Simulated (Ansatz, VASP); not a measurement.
## MgCdS4 in VASP and in Ansatz

```
Mg Cd S
1.0
    -3.62593    3.62593    2.65146
     3.62593   -3.62593    2.65146
     3.62593    3.62593   -2.65146
Mg Cd S
1 1 4
Direct
  0.50000 0.50000 0.00000
  0.00000 0.00000 0.00000
  0.25335 0.25335 0.50671
  0.74665 0.74665 0.49329
  0.25335 0.74665 0.00000
  0.74665 0.25335 0.00000
```

Alike in both runs: functional PBE; k mesh 4 × 4 × 4; occupations gaussian, width 0.1 eV; no spin polarisation.

Ansatz relaxed the structure, and its values are those at the end. VASP's run is a single point on that final structure, the one shown.

```csv
,VASP,Ansatz
version,VASP 6.6.1,Ansatz 0.2.0
potentials or method,"VASP PAW PBE potentials, release 64 (Mg, Cd, S)","scalar-relativistic, plane waves, PAW"
plane-wave cutoff (eV),520,420
valence electrons in the cell,38,54
```

```tsv
	VASP	Ansatz	Ansatz less VASP
gap on the k mesh at the Fermi level (eV)	none	none	-
pressure (GPa)	0.1	0.0	-0.06
rms of the force components (eV/Å)	0.025	0.007	-0.0171
```

A gap of «none» marks a metal or a gap that the smearing closes. The two sets of potentials don't hold the same shells in valence.

Caveats: the k mesh is coarse (spacing up to 0.37 Å⁻¹), so the values aren't converged.
